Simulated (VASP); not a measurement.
Calculation: LDA (Ceperley-Alder, Perdew-Zunger), VASP's LDA PAW potentials (set 64) (plane waves; VASP).

The input files of a VASP run:

File KPOINTS:
```
Automatic mesh
0
Gamma
7 7 7
0 0 0
```

### INCAR
```
! general
SYSTEM  = NaI
PREC    = Accurate
ENCUT   = 500
LREAL   = F
LASPH   = T

! electronic loop
EDIFF   = 1E-6
NELM    = 100
ALGO    = Normal
LMAXMIX = 4

! smearing
ISMEAR  = 0
SIGMA   = 0.05

! ions
IBRION  = 2
NSW     = 40
ISIF    = 3
EDIFFG  = -0.02

! output
LWAVE   = F
LCHARG  = F
```

### POSCAR
```
NaI
1.0
  0.0000000000   3.1264603786   3.1264603786
  3.1264603786   0.0000000000   3.1264603786
  3.1264603786   3.1264603786   0.0000000000
Na I
1 1
Cartesian
  0.0000000000   0.0000000000   0.0000000000
  3.1264603786   3.1264603786   3.1264603786
```

POTCAR, in this order: Na_pv I (LDA.64 set). Program: vasp_std.

Problem. What will the output report for the number of irreducible k-points (NKPTS), largest plane-wave count, number of space-group operations, FFT grid (NGX, NGY, NGZ)?

Solution. 
- number of irreducible k-points (NKPTS): 20
- largest plane-wave count: 1567
- number of space-group operations: 48
- FFT grid (NGX, NGY, NGZ): 32 × 32 × 32

The compound is NaI in the rock salt structure. It was relaxed first, which changed the volume by -10 %.
